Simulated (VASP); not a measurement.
Input of a VASP 6.6.1 run:

File INCAR:

```
SYSTEM = TaN
PREC     = Accurate       ! precision mode
ENCUT    = 520            ! plane-wave cutoff, eV
EDIFF    = 1E-6           ! SCF threshold, eV
ISMEAR   = 0              ! smearing method
SIGMA    = 0.15           ! smearing width, eV
LREAL    = .False.        ! projectors in reciprocal space
LASPH    = .True.         ! aspherical terms in the spheres
NELM     = 100            ! most SCF steps
ALGO     = Fast           ! electronic algorithm
ISIF     = 2              ! what is computed and relaxed
LWAVE    = .False.        ! write WAVECAR
LCHARG   = .False.        ! write CHGCAR
NBANDS   = 15             ! bands
```

The input KPOINTS:

```
regular mesh
0
Gamma
  20 20 20
  0 0 0
```

Contents of POSCAR:

```
TaN
1.0
    0.0000000000      2.2404123318      2.0611793452
    2.2404123318      0.0000000000      2.0611793452
    2.2404123318      2.2404123318      0.0000000000
Ta N
1 1
Direct
    0.5000000000      0.5000000000      0.5000000000
    0.0000000000      0.0000000000      0.0000000000
```

Potentials or basis: VASP PAW LDA potentials, release 64 (Ta_pv, N).

Run with:

```console
$ cat potpaw_LDA.64/Ta_pv/POTCAR potpaw_LDA.64/N/POTCAR > POTCAR
$ mpirun -np 1 vasp_std > vasp.out
```

Problem. Estimate the pressure.

Solution. 6.2 GPa.

Problem. Estimate the band gap on the k mesh.

Solution. None (metal or under the smearing width).

Stress tensor (GPa, compression positive):
```
-14.69   0.00   0.00
  0.00 -14.69   0.00
  0.00   0.00  47.88
```

The run has no spin-orbit coupling, so splittings on Ta are missing.
